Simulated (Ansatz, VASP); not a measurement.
## One calculation of TaAuS3, two programs

The input INCAR:

```
PREC = Accurate
ENCUT = 520
EDIFF = 1E-6
ISMEAR = 0
SIGMA = 0.05
LREAL = False
LASPH = True
NELM = 100
ALGO = Normal
ISIF = 2
LWAVE = False
LCHARG = True
GGA = CA
LELF = True
LVHAR = True
NBANDS = 28
```

Contents of KPOINTS:

```
Automatic mesh
0
Gamma
  4 4 4
```

Contents of POSCAR:

```
TaAuS3
1.0
    4.6806625531      0.0000000000      0.0000000000
    0.0000000000      4.6806625531      0.0000000000
    0.0000000000      0.0000000000      4.6806625531
Au Ta S
1 1 3
Direct
    0.0000000000      0.0000000000      0.0000000000
    0.5000000000      0.5000000000      0.5000000000
    0.5000000000      0.5000000000      0.0000000000
    0.5000000000      0.0000000000      0.5000000000
    0.0000000000      0.5000000000      0.5000000000
```

Input for Ansatz:

```yaml
crystal:
  lattice:
    - [4.6806625531, 0.0, 0.0]
    - [0.0, 4.6806625531, 0.0]
    - [0.0, 0.0, 4.6806625531]
  atoms:
    - { symbol: Au, position: [0.0, 0.0, 0.0] }
    - { symbol: Ta, position: [0.5, 0.5, 0.5] }
    - { symbol: S, position: [0.5, 0.5, 0.0] }
    - { symbol: S, position: [0.5, 0.0, 0.5] }
    - { symbol: S, position: [0.0, 0.5, 0.5] }
basis:
  ecutwfc: 420
kpoints:
  mp_grid: { grid: [4, 4, 4] }
hamiltonian:
  xc: lda
scf:
  occupations: { method: gaussian, width: 0.05 }
output:
  forces: true
  stress: true
  eigenvalues: true
```

The cell comes from a database or a generator and needn't be the stable form of this composition.

Alike in both runs: task single point; functional LDA; k mesh 4 × 4 × 4; occupations gaussian, width 0.05 eV; no spin polarisation.

|  | VASP | Ansatz |
| --- | --- | --- |
| version | VASP 6.6.1 | Ansatz 0.2.0 |
| potentials or method | VASP PAW LDA potentials, release 64 (Au, Ta_pv, S) | scalar-relativistic, plane waves, PAW |
| plane-wave cutoff (eV) | 520 | 420 |
| valence electrons in the cell | 40 | 50 |

|  | VASP | Ansatz | Ansatz less VASP |
| --- | --- | --- | --- |
| gap on the k mesh at the Fermi level (eV) | none | none | - |
| pressure (GPa) | 0.4 | 0.2 | -0.25 |

A gap of «none» marks a metal or a gap that the smearing closes. The two sets of potentials don't hold the same shells in valence.

The runs have no spin-orbit coupling, so splittings on Au, Ta are missing.
